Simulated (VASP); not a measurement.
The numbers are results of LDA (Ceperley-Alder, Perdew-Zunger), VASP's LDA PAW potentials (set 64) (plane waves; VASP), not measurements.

The input files of a VASP run:

INCAR:
```
ALGO  =  Normal
EDIFF  =  1E-6
EDIFFG  =  -0.02
ENCUT  =  500
IBRION  =  2
ISIF  =  3
ISMEAR  =  0
LASPH  =  .True.
LCHARG  =  .False.
LMAXMIX  =  4
LREAL  =  .False.
LWAVE  =  .False.
NELM  =  100
NSW  =  40
PREC  =  Accurate
PSTRESS  =  100
SIGMA  =  0.05
SYSTEM  =  CdS
```

### POSCAR
```
CdS
1.0
  0.0000000000   2.7793346636   2.7793346636
  2.7793346636   0.0000000000   2.7793346636
  2.7793346636   2.7793346636   0.0000000000
Cd S
1 1
Cartesian
  0.0000000000   0.0000000000   0.0000000000
  1.3896673318   1.3896673318   1.3896673318
```

File KPOINTS:
```
Automatic mesh
0
Gamma
8 8 8
0 0 0
```

POTCAR, in this order: Cd S (LDA.64 set). Program: vasp_std.

What VASP printed:

File OSZICAR:
```
       N       E                     dE             d eps       ncg     rms          rms(c)
DAV:   1     0.108368758034E+03    0.10837E+03   -0.92375E+03   794   0.126E+03
DAV:   2    -0.324748287733E+01   -0.11162E+03   -0.10735E+03   884   0.297E+02
DAV:   3    -0.776144037943E+01   -0.45140E+01   -0.45039E+01   924   0.624E+01
DAV:   4    -0.779246759338E+01   -0.31027E-01   -0.31024E-01   839   0.525E+00
DAV:   5    -0.779289768475E+01   -0.43009E-03   -0.43009E-03   924   0.590E-01    0.117E+01
DAV:   6    -0.729903238415E+01    0.49387E+00   -0.97003E-01  1116   0.161E+01    0.862E+00
DAV:   7    -0.726798256633E+01    0.31050E-01   -0.23118E-01   794   0.411E+00    0.354E+00
DAV:   8    -0.726348817521E+01    0.44944E-02   -0.28758E-02   799   0.271E+00    0.370E-01
DAV:   9    -0.726299549133E+01    0.49268E-03   -0.40206E-03   879   0.121E+00    0.824E-02
DAV:  10    -0.726294907175E+01    0.46420E-04   -0.31768E-04   849   0.317E-01    0.484E-02
DAV:  11    -0.726295479591E+01   -0.57242E-05   -0.36106E-05   799   0.650E-02    0.311E-02
DAV:  12    -0.726295612709E+01   -0.13312E-05   -0.26930E-05  1053   0.810E-02    0.122E-02
DAV:  13    -0.726295418321E+01    0.19439E-05   -0.67848E-06   914   0.412E-02    0.292E-03
DAV:  14    -0.726295421912E+01   -0.35908E-07   -0.42128E-07   387   0.583E-03
   1 F= -.45829101E+01 E0= -.45829101E+01  d E =-.458291E+01
```

**OUTCAR**
```
------------------------ aborting loop because EDIFF is reached ----------------------------------------
  FORCE on cell =-STRESS in cart. coord.  units (eV):
  Direction    XX          YY          ZZ          XY          YZ          ZX
  --------------------------------------------------------------------------------------
  Total        2.6626029      2.6626029      2.6626029      0.0000000     -0.0000000      0.0000000
  in kB       99.3492168     99.3492168     99.3492168      0.0000000     -0.0000000      0.0000000
  external PRESSURE =      -0.6507832 kB  Pullay stress =     100.0000000 kB
  volume of cell :       42.94
      direct lattice vectors                 reciprocal lattice vectors
     0.000000000  2.779334664  2.779334664    -0.179899170  0.179899170  0.179899170
     2.779334664  0.000000000  2.779334664     0.179899170 -0.179899170  0.179899170
     2.779334664  2.779334664  0.000000000     0.179899170  0.179899170 -0.179899170
  FREE ENERGIE OF THE ION-ELECTRON SYSTEM (eV)
  ---------------------------------------------------
  free  energy   TOTEN  =        -7.2629542191 eV

  energy  without entropy=       -7.2629542191  energy(sigma->0) =       -7.26295422
  enthalpy is  TOTEN    =        -4.5829100902 eV   P V=        2.6800441290

 reached required accuracy - stopping structural energy minimisation
```
(Selected blocks of OUTCAR.)

The compound is CdS in the zinc blende structure, a metastable form; wurtzite is the usual one. It was relaxed first under an external pressure of 10 GPa.
